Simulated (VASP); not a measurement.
## LiMgBN2: single point with PBE

The system is LiMgBN2.

```xyz
5
Lattice="-1.7569 1.7569 4.0880 1.7569 -1.7569 4.0880 1.7569 1.7569 -4.0880" Properties=species:S:1:pos:R:3 pbc="T T T"
Li    1.7569    0.0000    2.0440
Mg    0.0000    1.7569    2.0440
B     0.0000    0.0000    4.0880
N     0.0000    0.0000    5.3248
N     0.0000    0.0000    2.8513
```

The cell comes from a database or a generator and needn't be the stable form of this composition.

The cell isn't the ideal one: strain -0.080 along x and y, -0.080 along z, atoms carried along.

| Property | Result |
| --- | --- |
| Program | VASP 6.6.1 |
| Task | single point |
| Functional | PBE |
| Potentials or basis | VASP PAW PBE potentials, release 64 (Li_sv, Mg, B, N) |
| Cutoff | 520 eV |
| k mesh | 8 × 8 × 8 |
| Occupations | gaussian, width 0.05 eV |
| Spin | no spin polarisation |
| Dipole correction | no |
| Further INCAR settings | ALGO = Normal; EDIFF = 1e-06; NBANDS = 17 |

* Largest force: 5.473 eV/Å
* Band gap on the k mesh: 3.25 eV, indirect (least direct gap 3.91 eV)

Forces in eV/Å, atoms in the order of the input:
```
Li   0.000  0.000  0.000
Mg   0.000  0.000  0.000
B    0.000  0.000  0.000
N    0.000  0.000  5.473
N    0.000  0.000 -5.473
```

Levels at points of the mesh, in eV from the valence-band top:
| k point | band 6 | band 7 | band 8 | band 9 | band 10 | band 11 | band 12 | band 13 |
| --- | --- | --- | --- | --- | --- | --- | --- | --- |
| (0.00, 0.00, 0.00) | -2.61 | -2.61 | -1.69 | -1.69 | 3.25 | 6.72 | 9.15 | 9.41 |
| (0.50, 0.00, 0.00) | -2.93 | -2.91 | -1.17 | -0.78 | 6.14 | 6.70 | 8.33 | 9.29 |
| (0.50, 0.50, 0.00) | -3.74 | -3.66 | -2.25 | -0.58 | 5.41 | 6.59 | 7.88 | 8.88 |
| (0.50, 0.50, 0.50) | -3.58 | -3.58 | 0.00 | 0.00 | 3.91 | 7.72 | 7.72 | 8.10 |

Run time: 68 s on 1 thread of Intel(R) Xeon(R) Platinum 8488C (Sapphire Rapids) (shared host), peak memory 0.23 GiB.

Caveat: forces of over 1 eV/Å show positions far from the minimum, so gaps and moduli don't describe the material at rest. A k mesh can miss the band edges.
